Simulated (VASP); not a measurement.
Data:

```
CdTe
1.0
    0.00000     3.29738     3.29738
    3.29738     0.00000     3.29738
    3.29738     3.29738     0.00000
Cd Te
1 1
Direct
  0.00000   0.00000   0.00000
  0.25000   0.25000   0.25000
```

Method: r2SCAN+rVV10, VASP's PBE PAW potentials (set 64) (plane waves; VASP). Numerical set-up: 520 eV cut-off, 7×7×7 Γ-centred mesh, Gaussian smearing of 0.050 eV, potentials Cd Te.

Question: Give the stress tensor in GPa (positive for a compressed cell).

Answer: 
```
-1.18   0.00   0.00
 0.00  -1.18   0.00
 0.00   0.00  -1.18
```
The pressure is its mean diagonal, -1.18 GPa.

The compound is CdTe in the zinc blende structure. This cell is one point of a volume scan, at 1.03 of the reference volume.
